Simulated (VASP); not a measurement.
A convergence study with VASP on Cd (hcp): one setting is varied, all else stays as given below, so the limit is that of these other settings.

```xyz
2
Lattice="1.4900 -2.5808 0.0000 1.4900 2.5808 0.0000 0.0000 0.0000 5.6200" Properties=species:S:1:pos:R:3 pbc="T T T"
Cd     1.4900     0.8603     1.4050
Cd     1.4900    -0.8603     4.2150
```

Level of theory: PBE GGA, VASP's PBE PAW potentials (set 64) (plane waves; VASP). The tightest run used: 550 eV cut-off, 24×24×10 Γ-centred mesh, tetrahedra with Blöchl corrections, potentials Cd.

| setting | E (eV/atom) | pressure (GPa) | irreducible k-points |
|---|---|---|---|
| 4×4×2 mesh | -0.7841 | 3.83 | 8 |
| 5×5×2 mesh | -0.6721 | 4.11 | 10 |
| 6×6×3 mesh | -0.7222 | 3.86 | 14 |
| 7×7×3 mesh | -0.7515 | 3.69 | 16 |
| 8×8×4 mesh | -0.7278 | 3.35 | 30 |
| 9×9×4 mesh | -0.7294 | 3.29 | 36 |
| 10×10×4 mesh | -0.7372 | 3.15 | 42 |
| 11×11×5 mesh | -0.7338 | 3.30 | 48 |

Task: These are the cheaper rows. Estimate the results at 24×24×10 mesh, and how far the last row shown lies from them.

Result: 
| quantity | tightest run | last row shown is off by |
|---|---|---|
| E (eV/atom) | -0.7339 | 0.0001 |
| pressure (GPa) | 3.10 | 0.20 |

Left out are rungs that failed or repeat a setting and relaxations that didn't move; long series are thinned to 24 rows.

The compound is Cd in the hcp structure. The cell was not relaxed at this level.
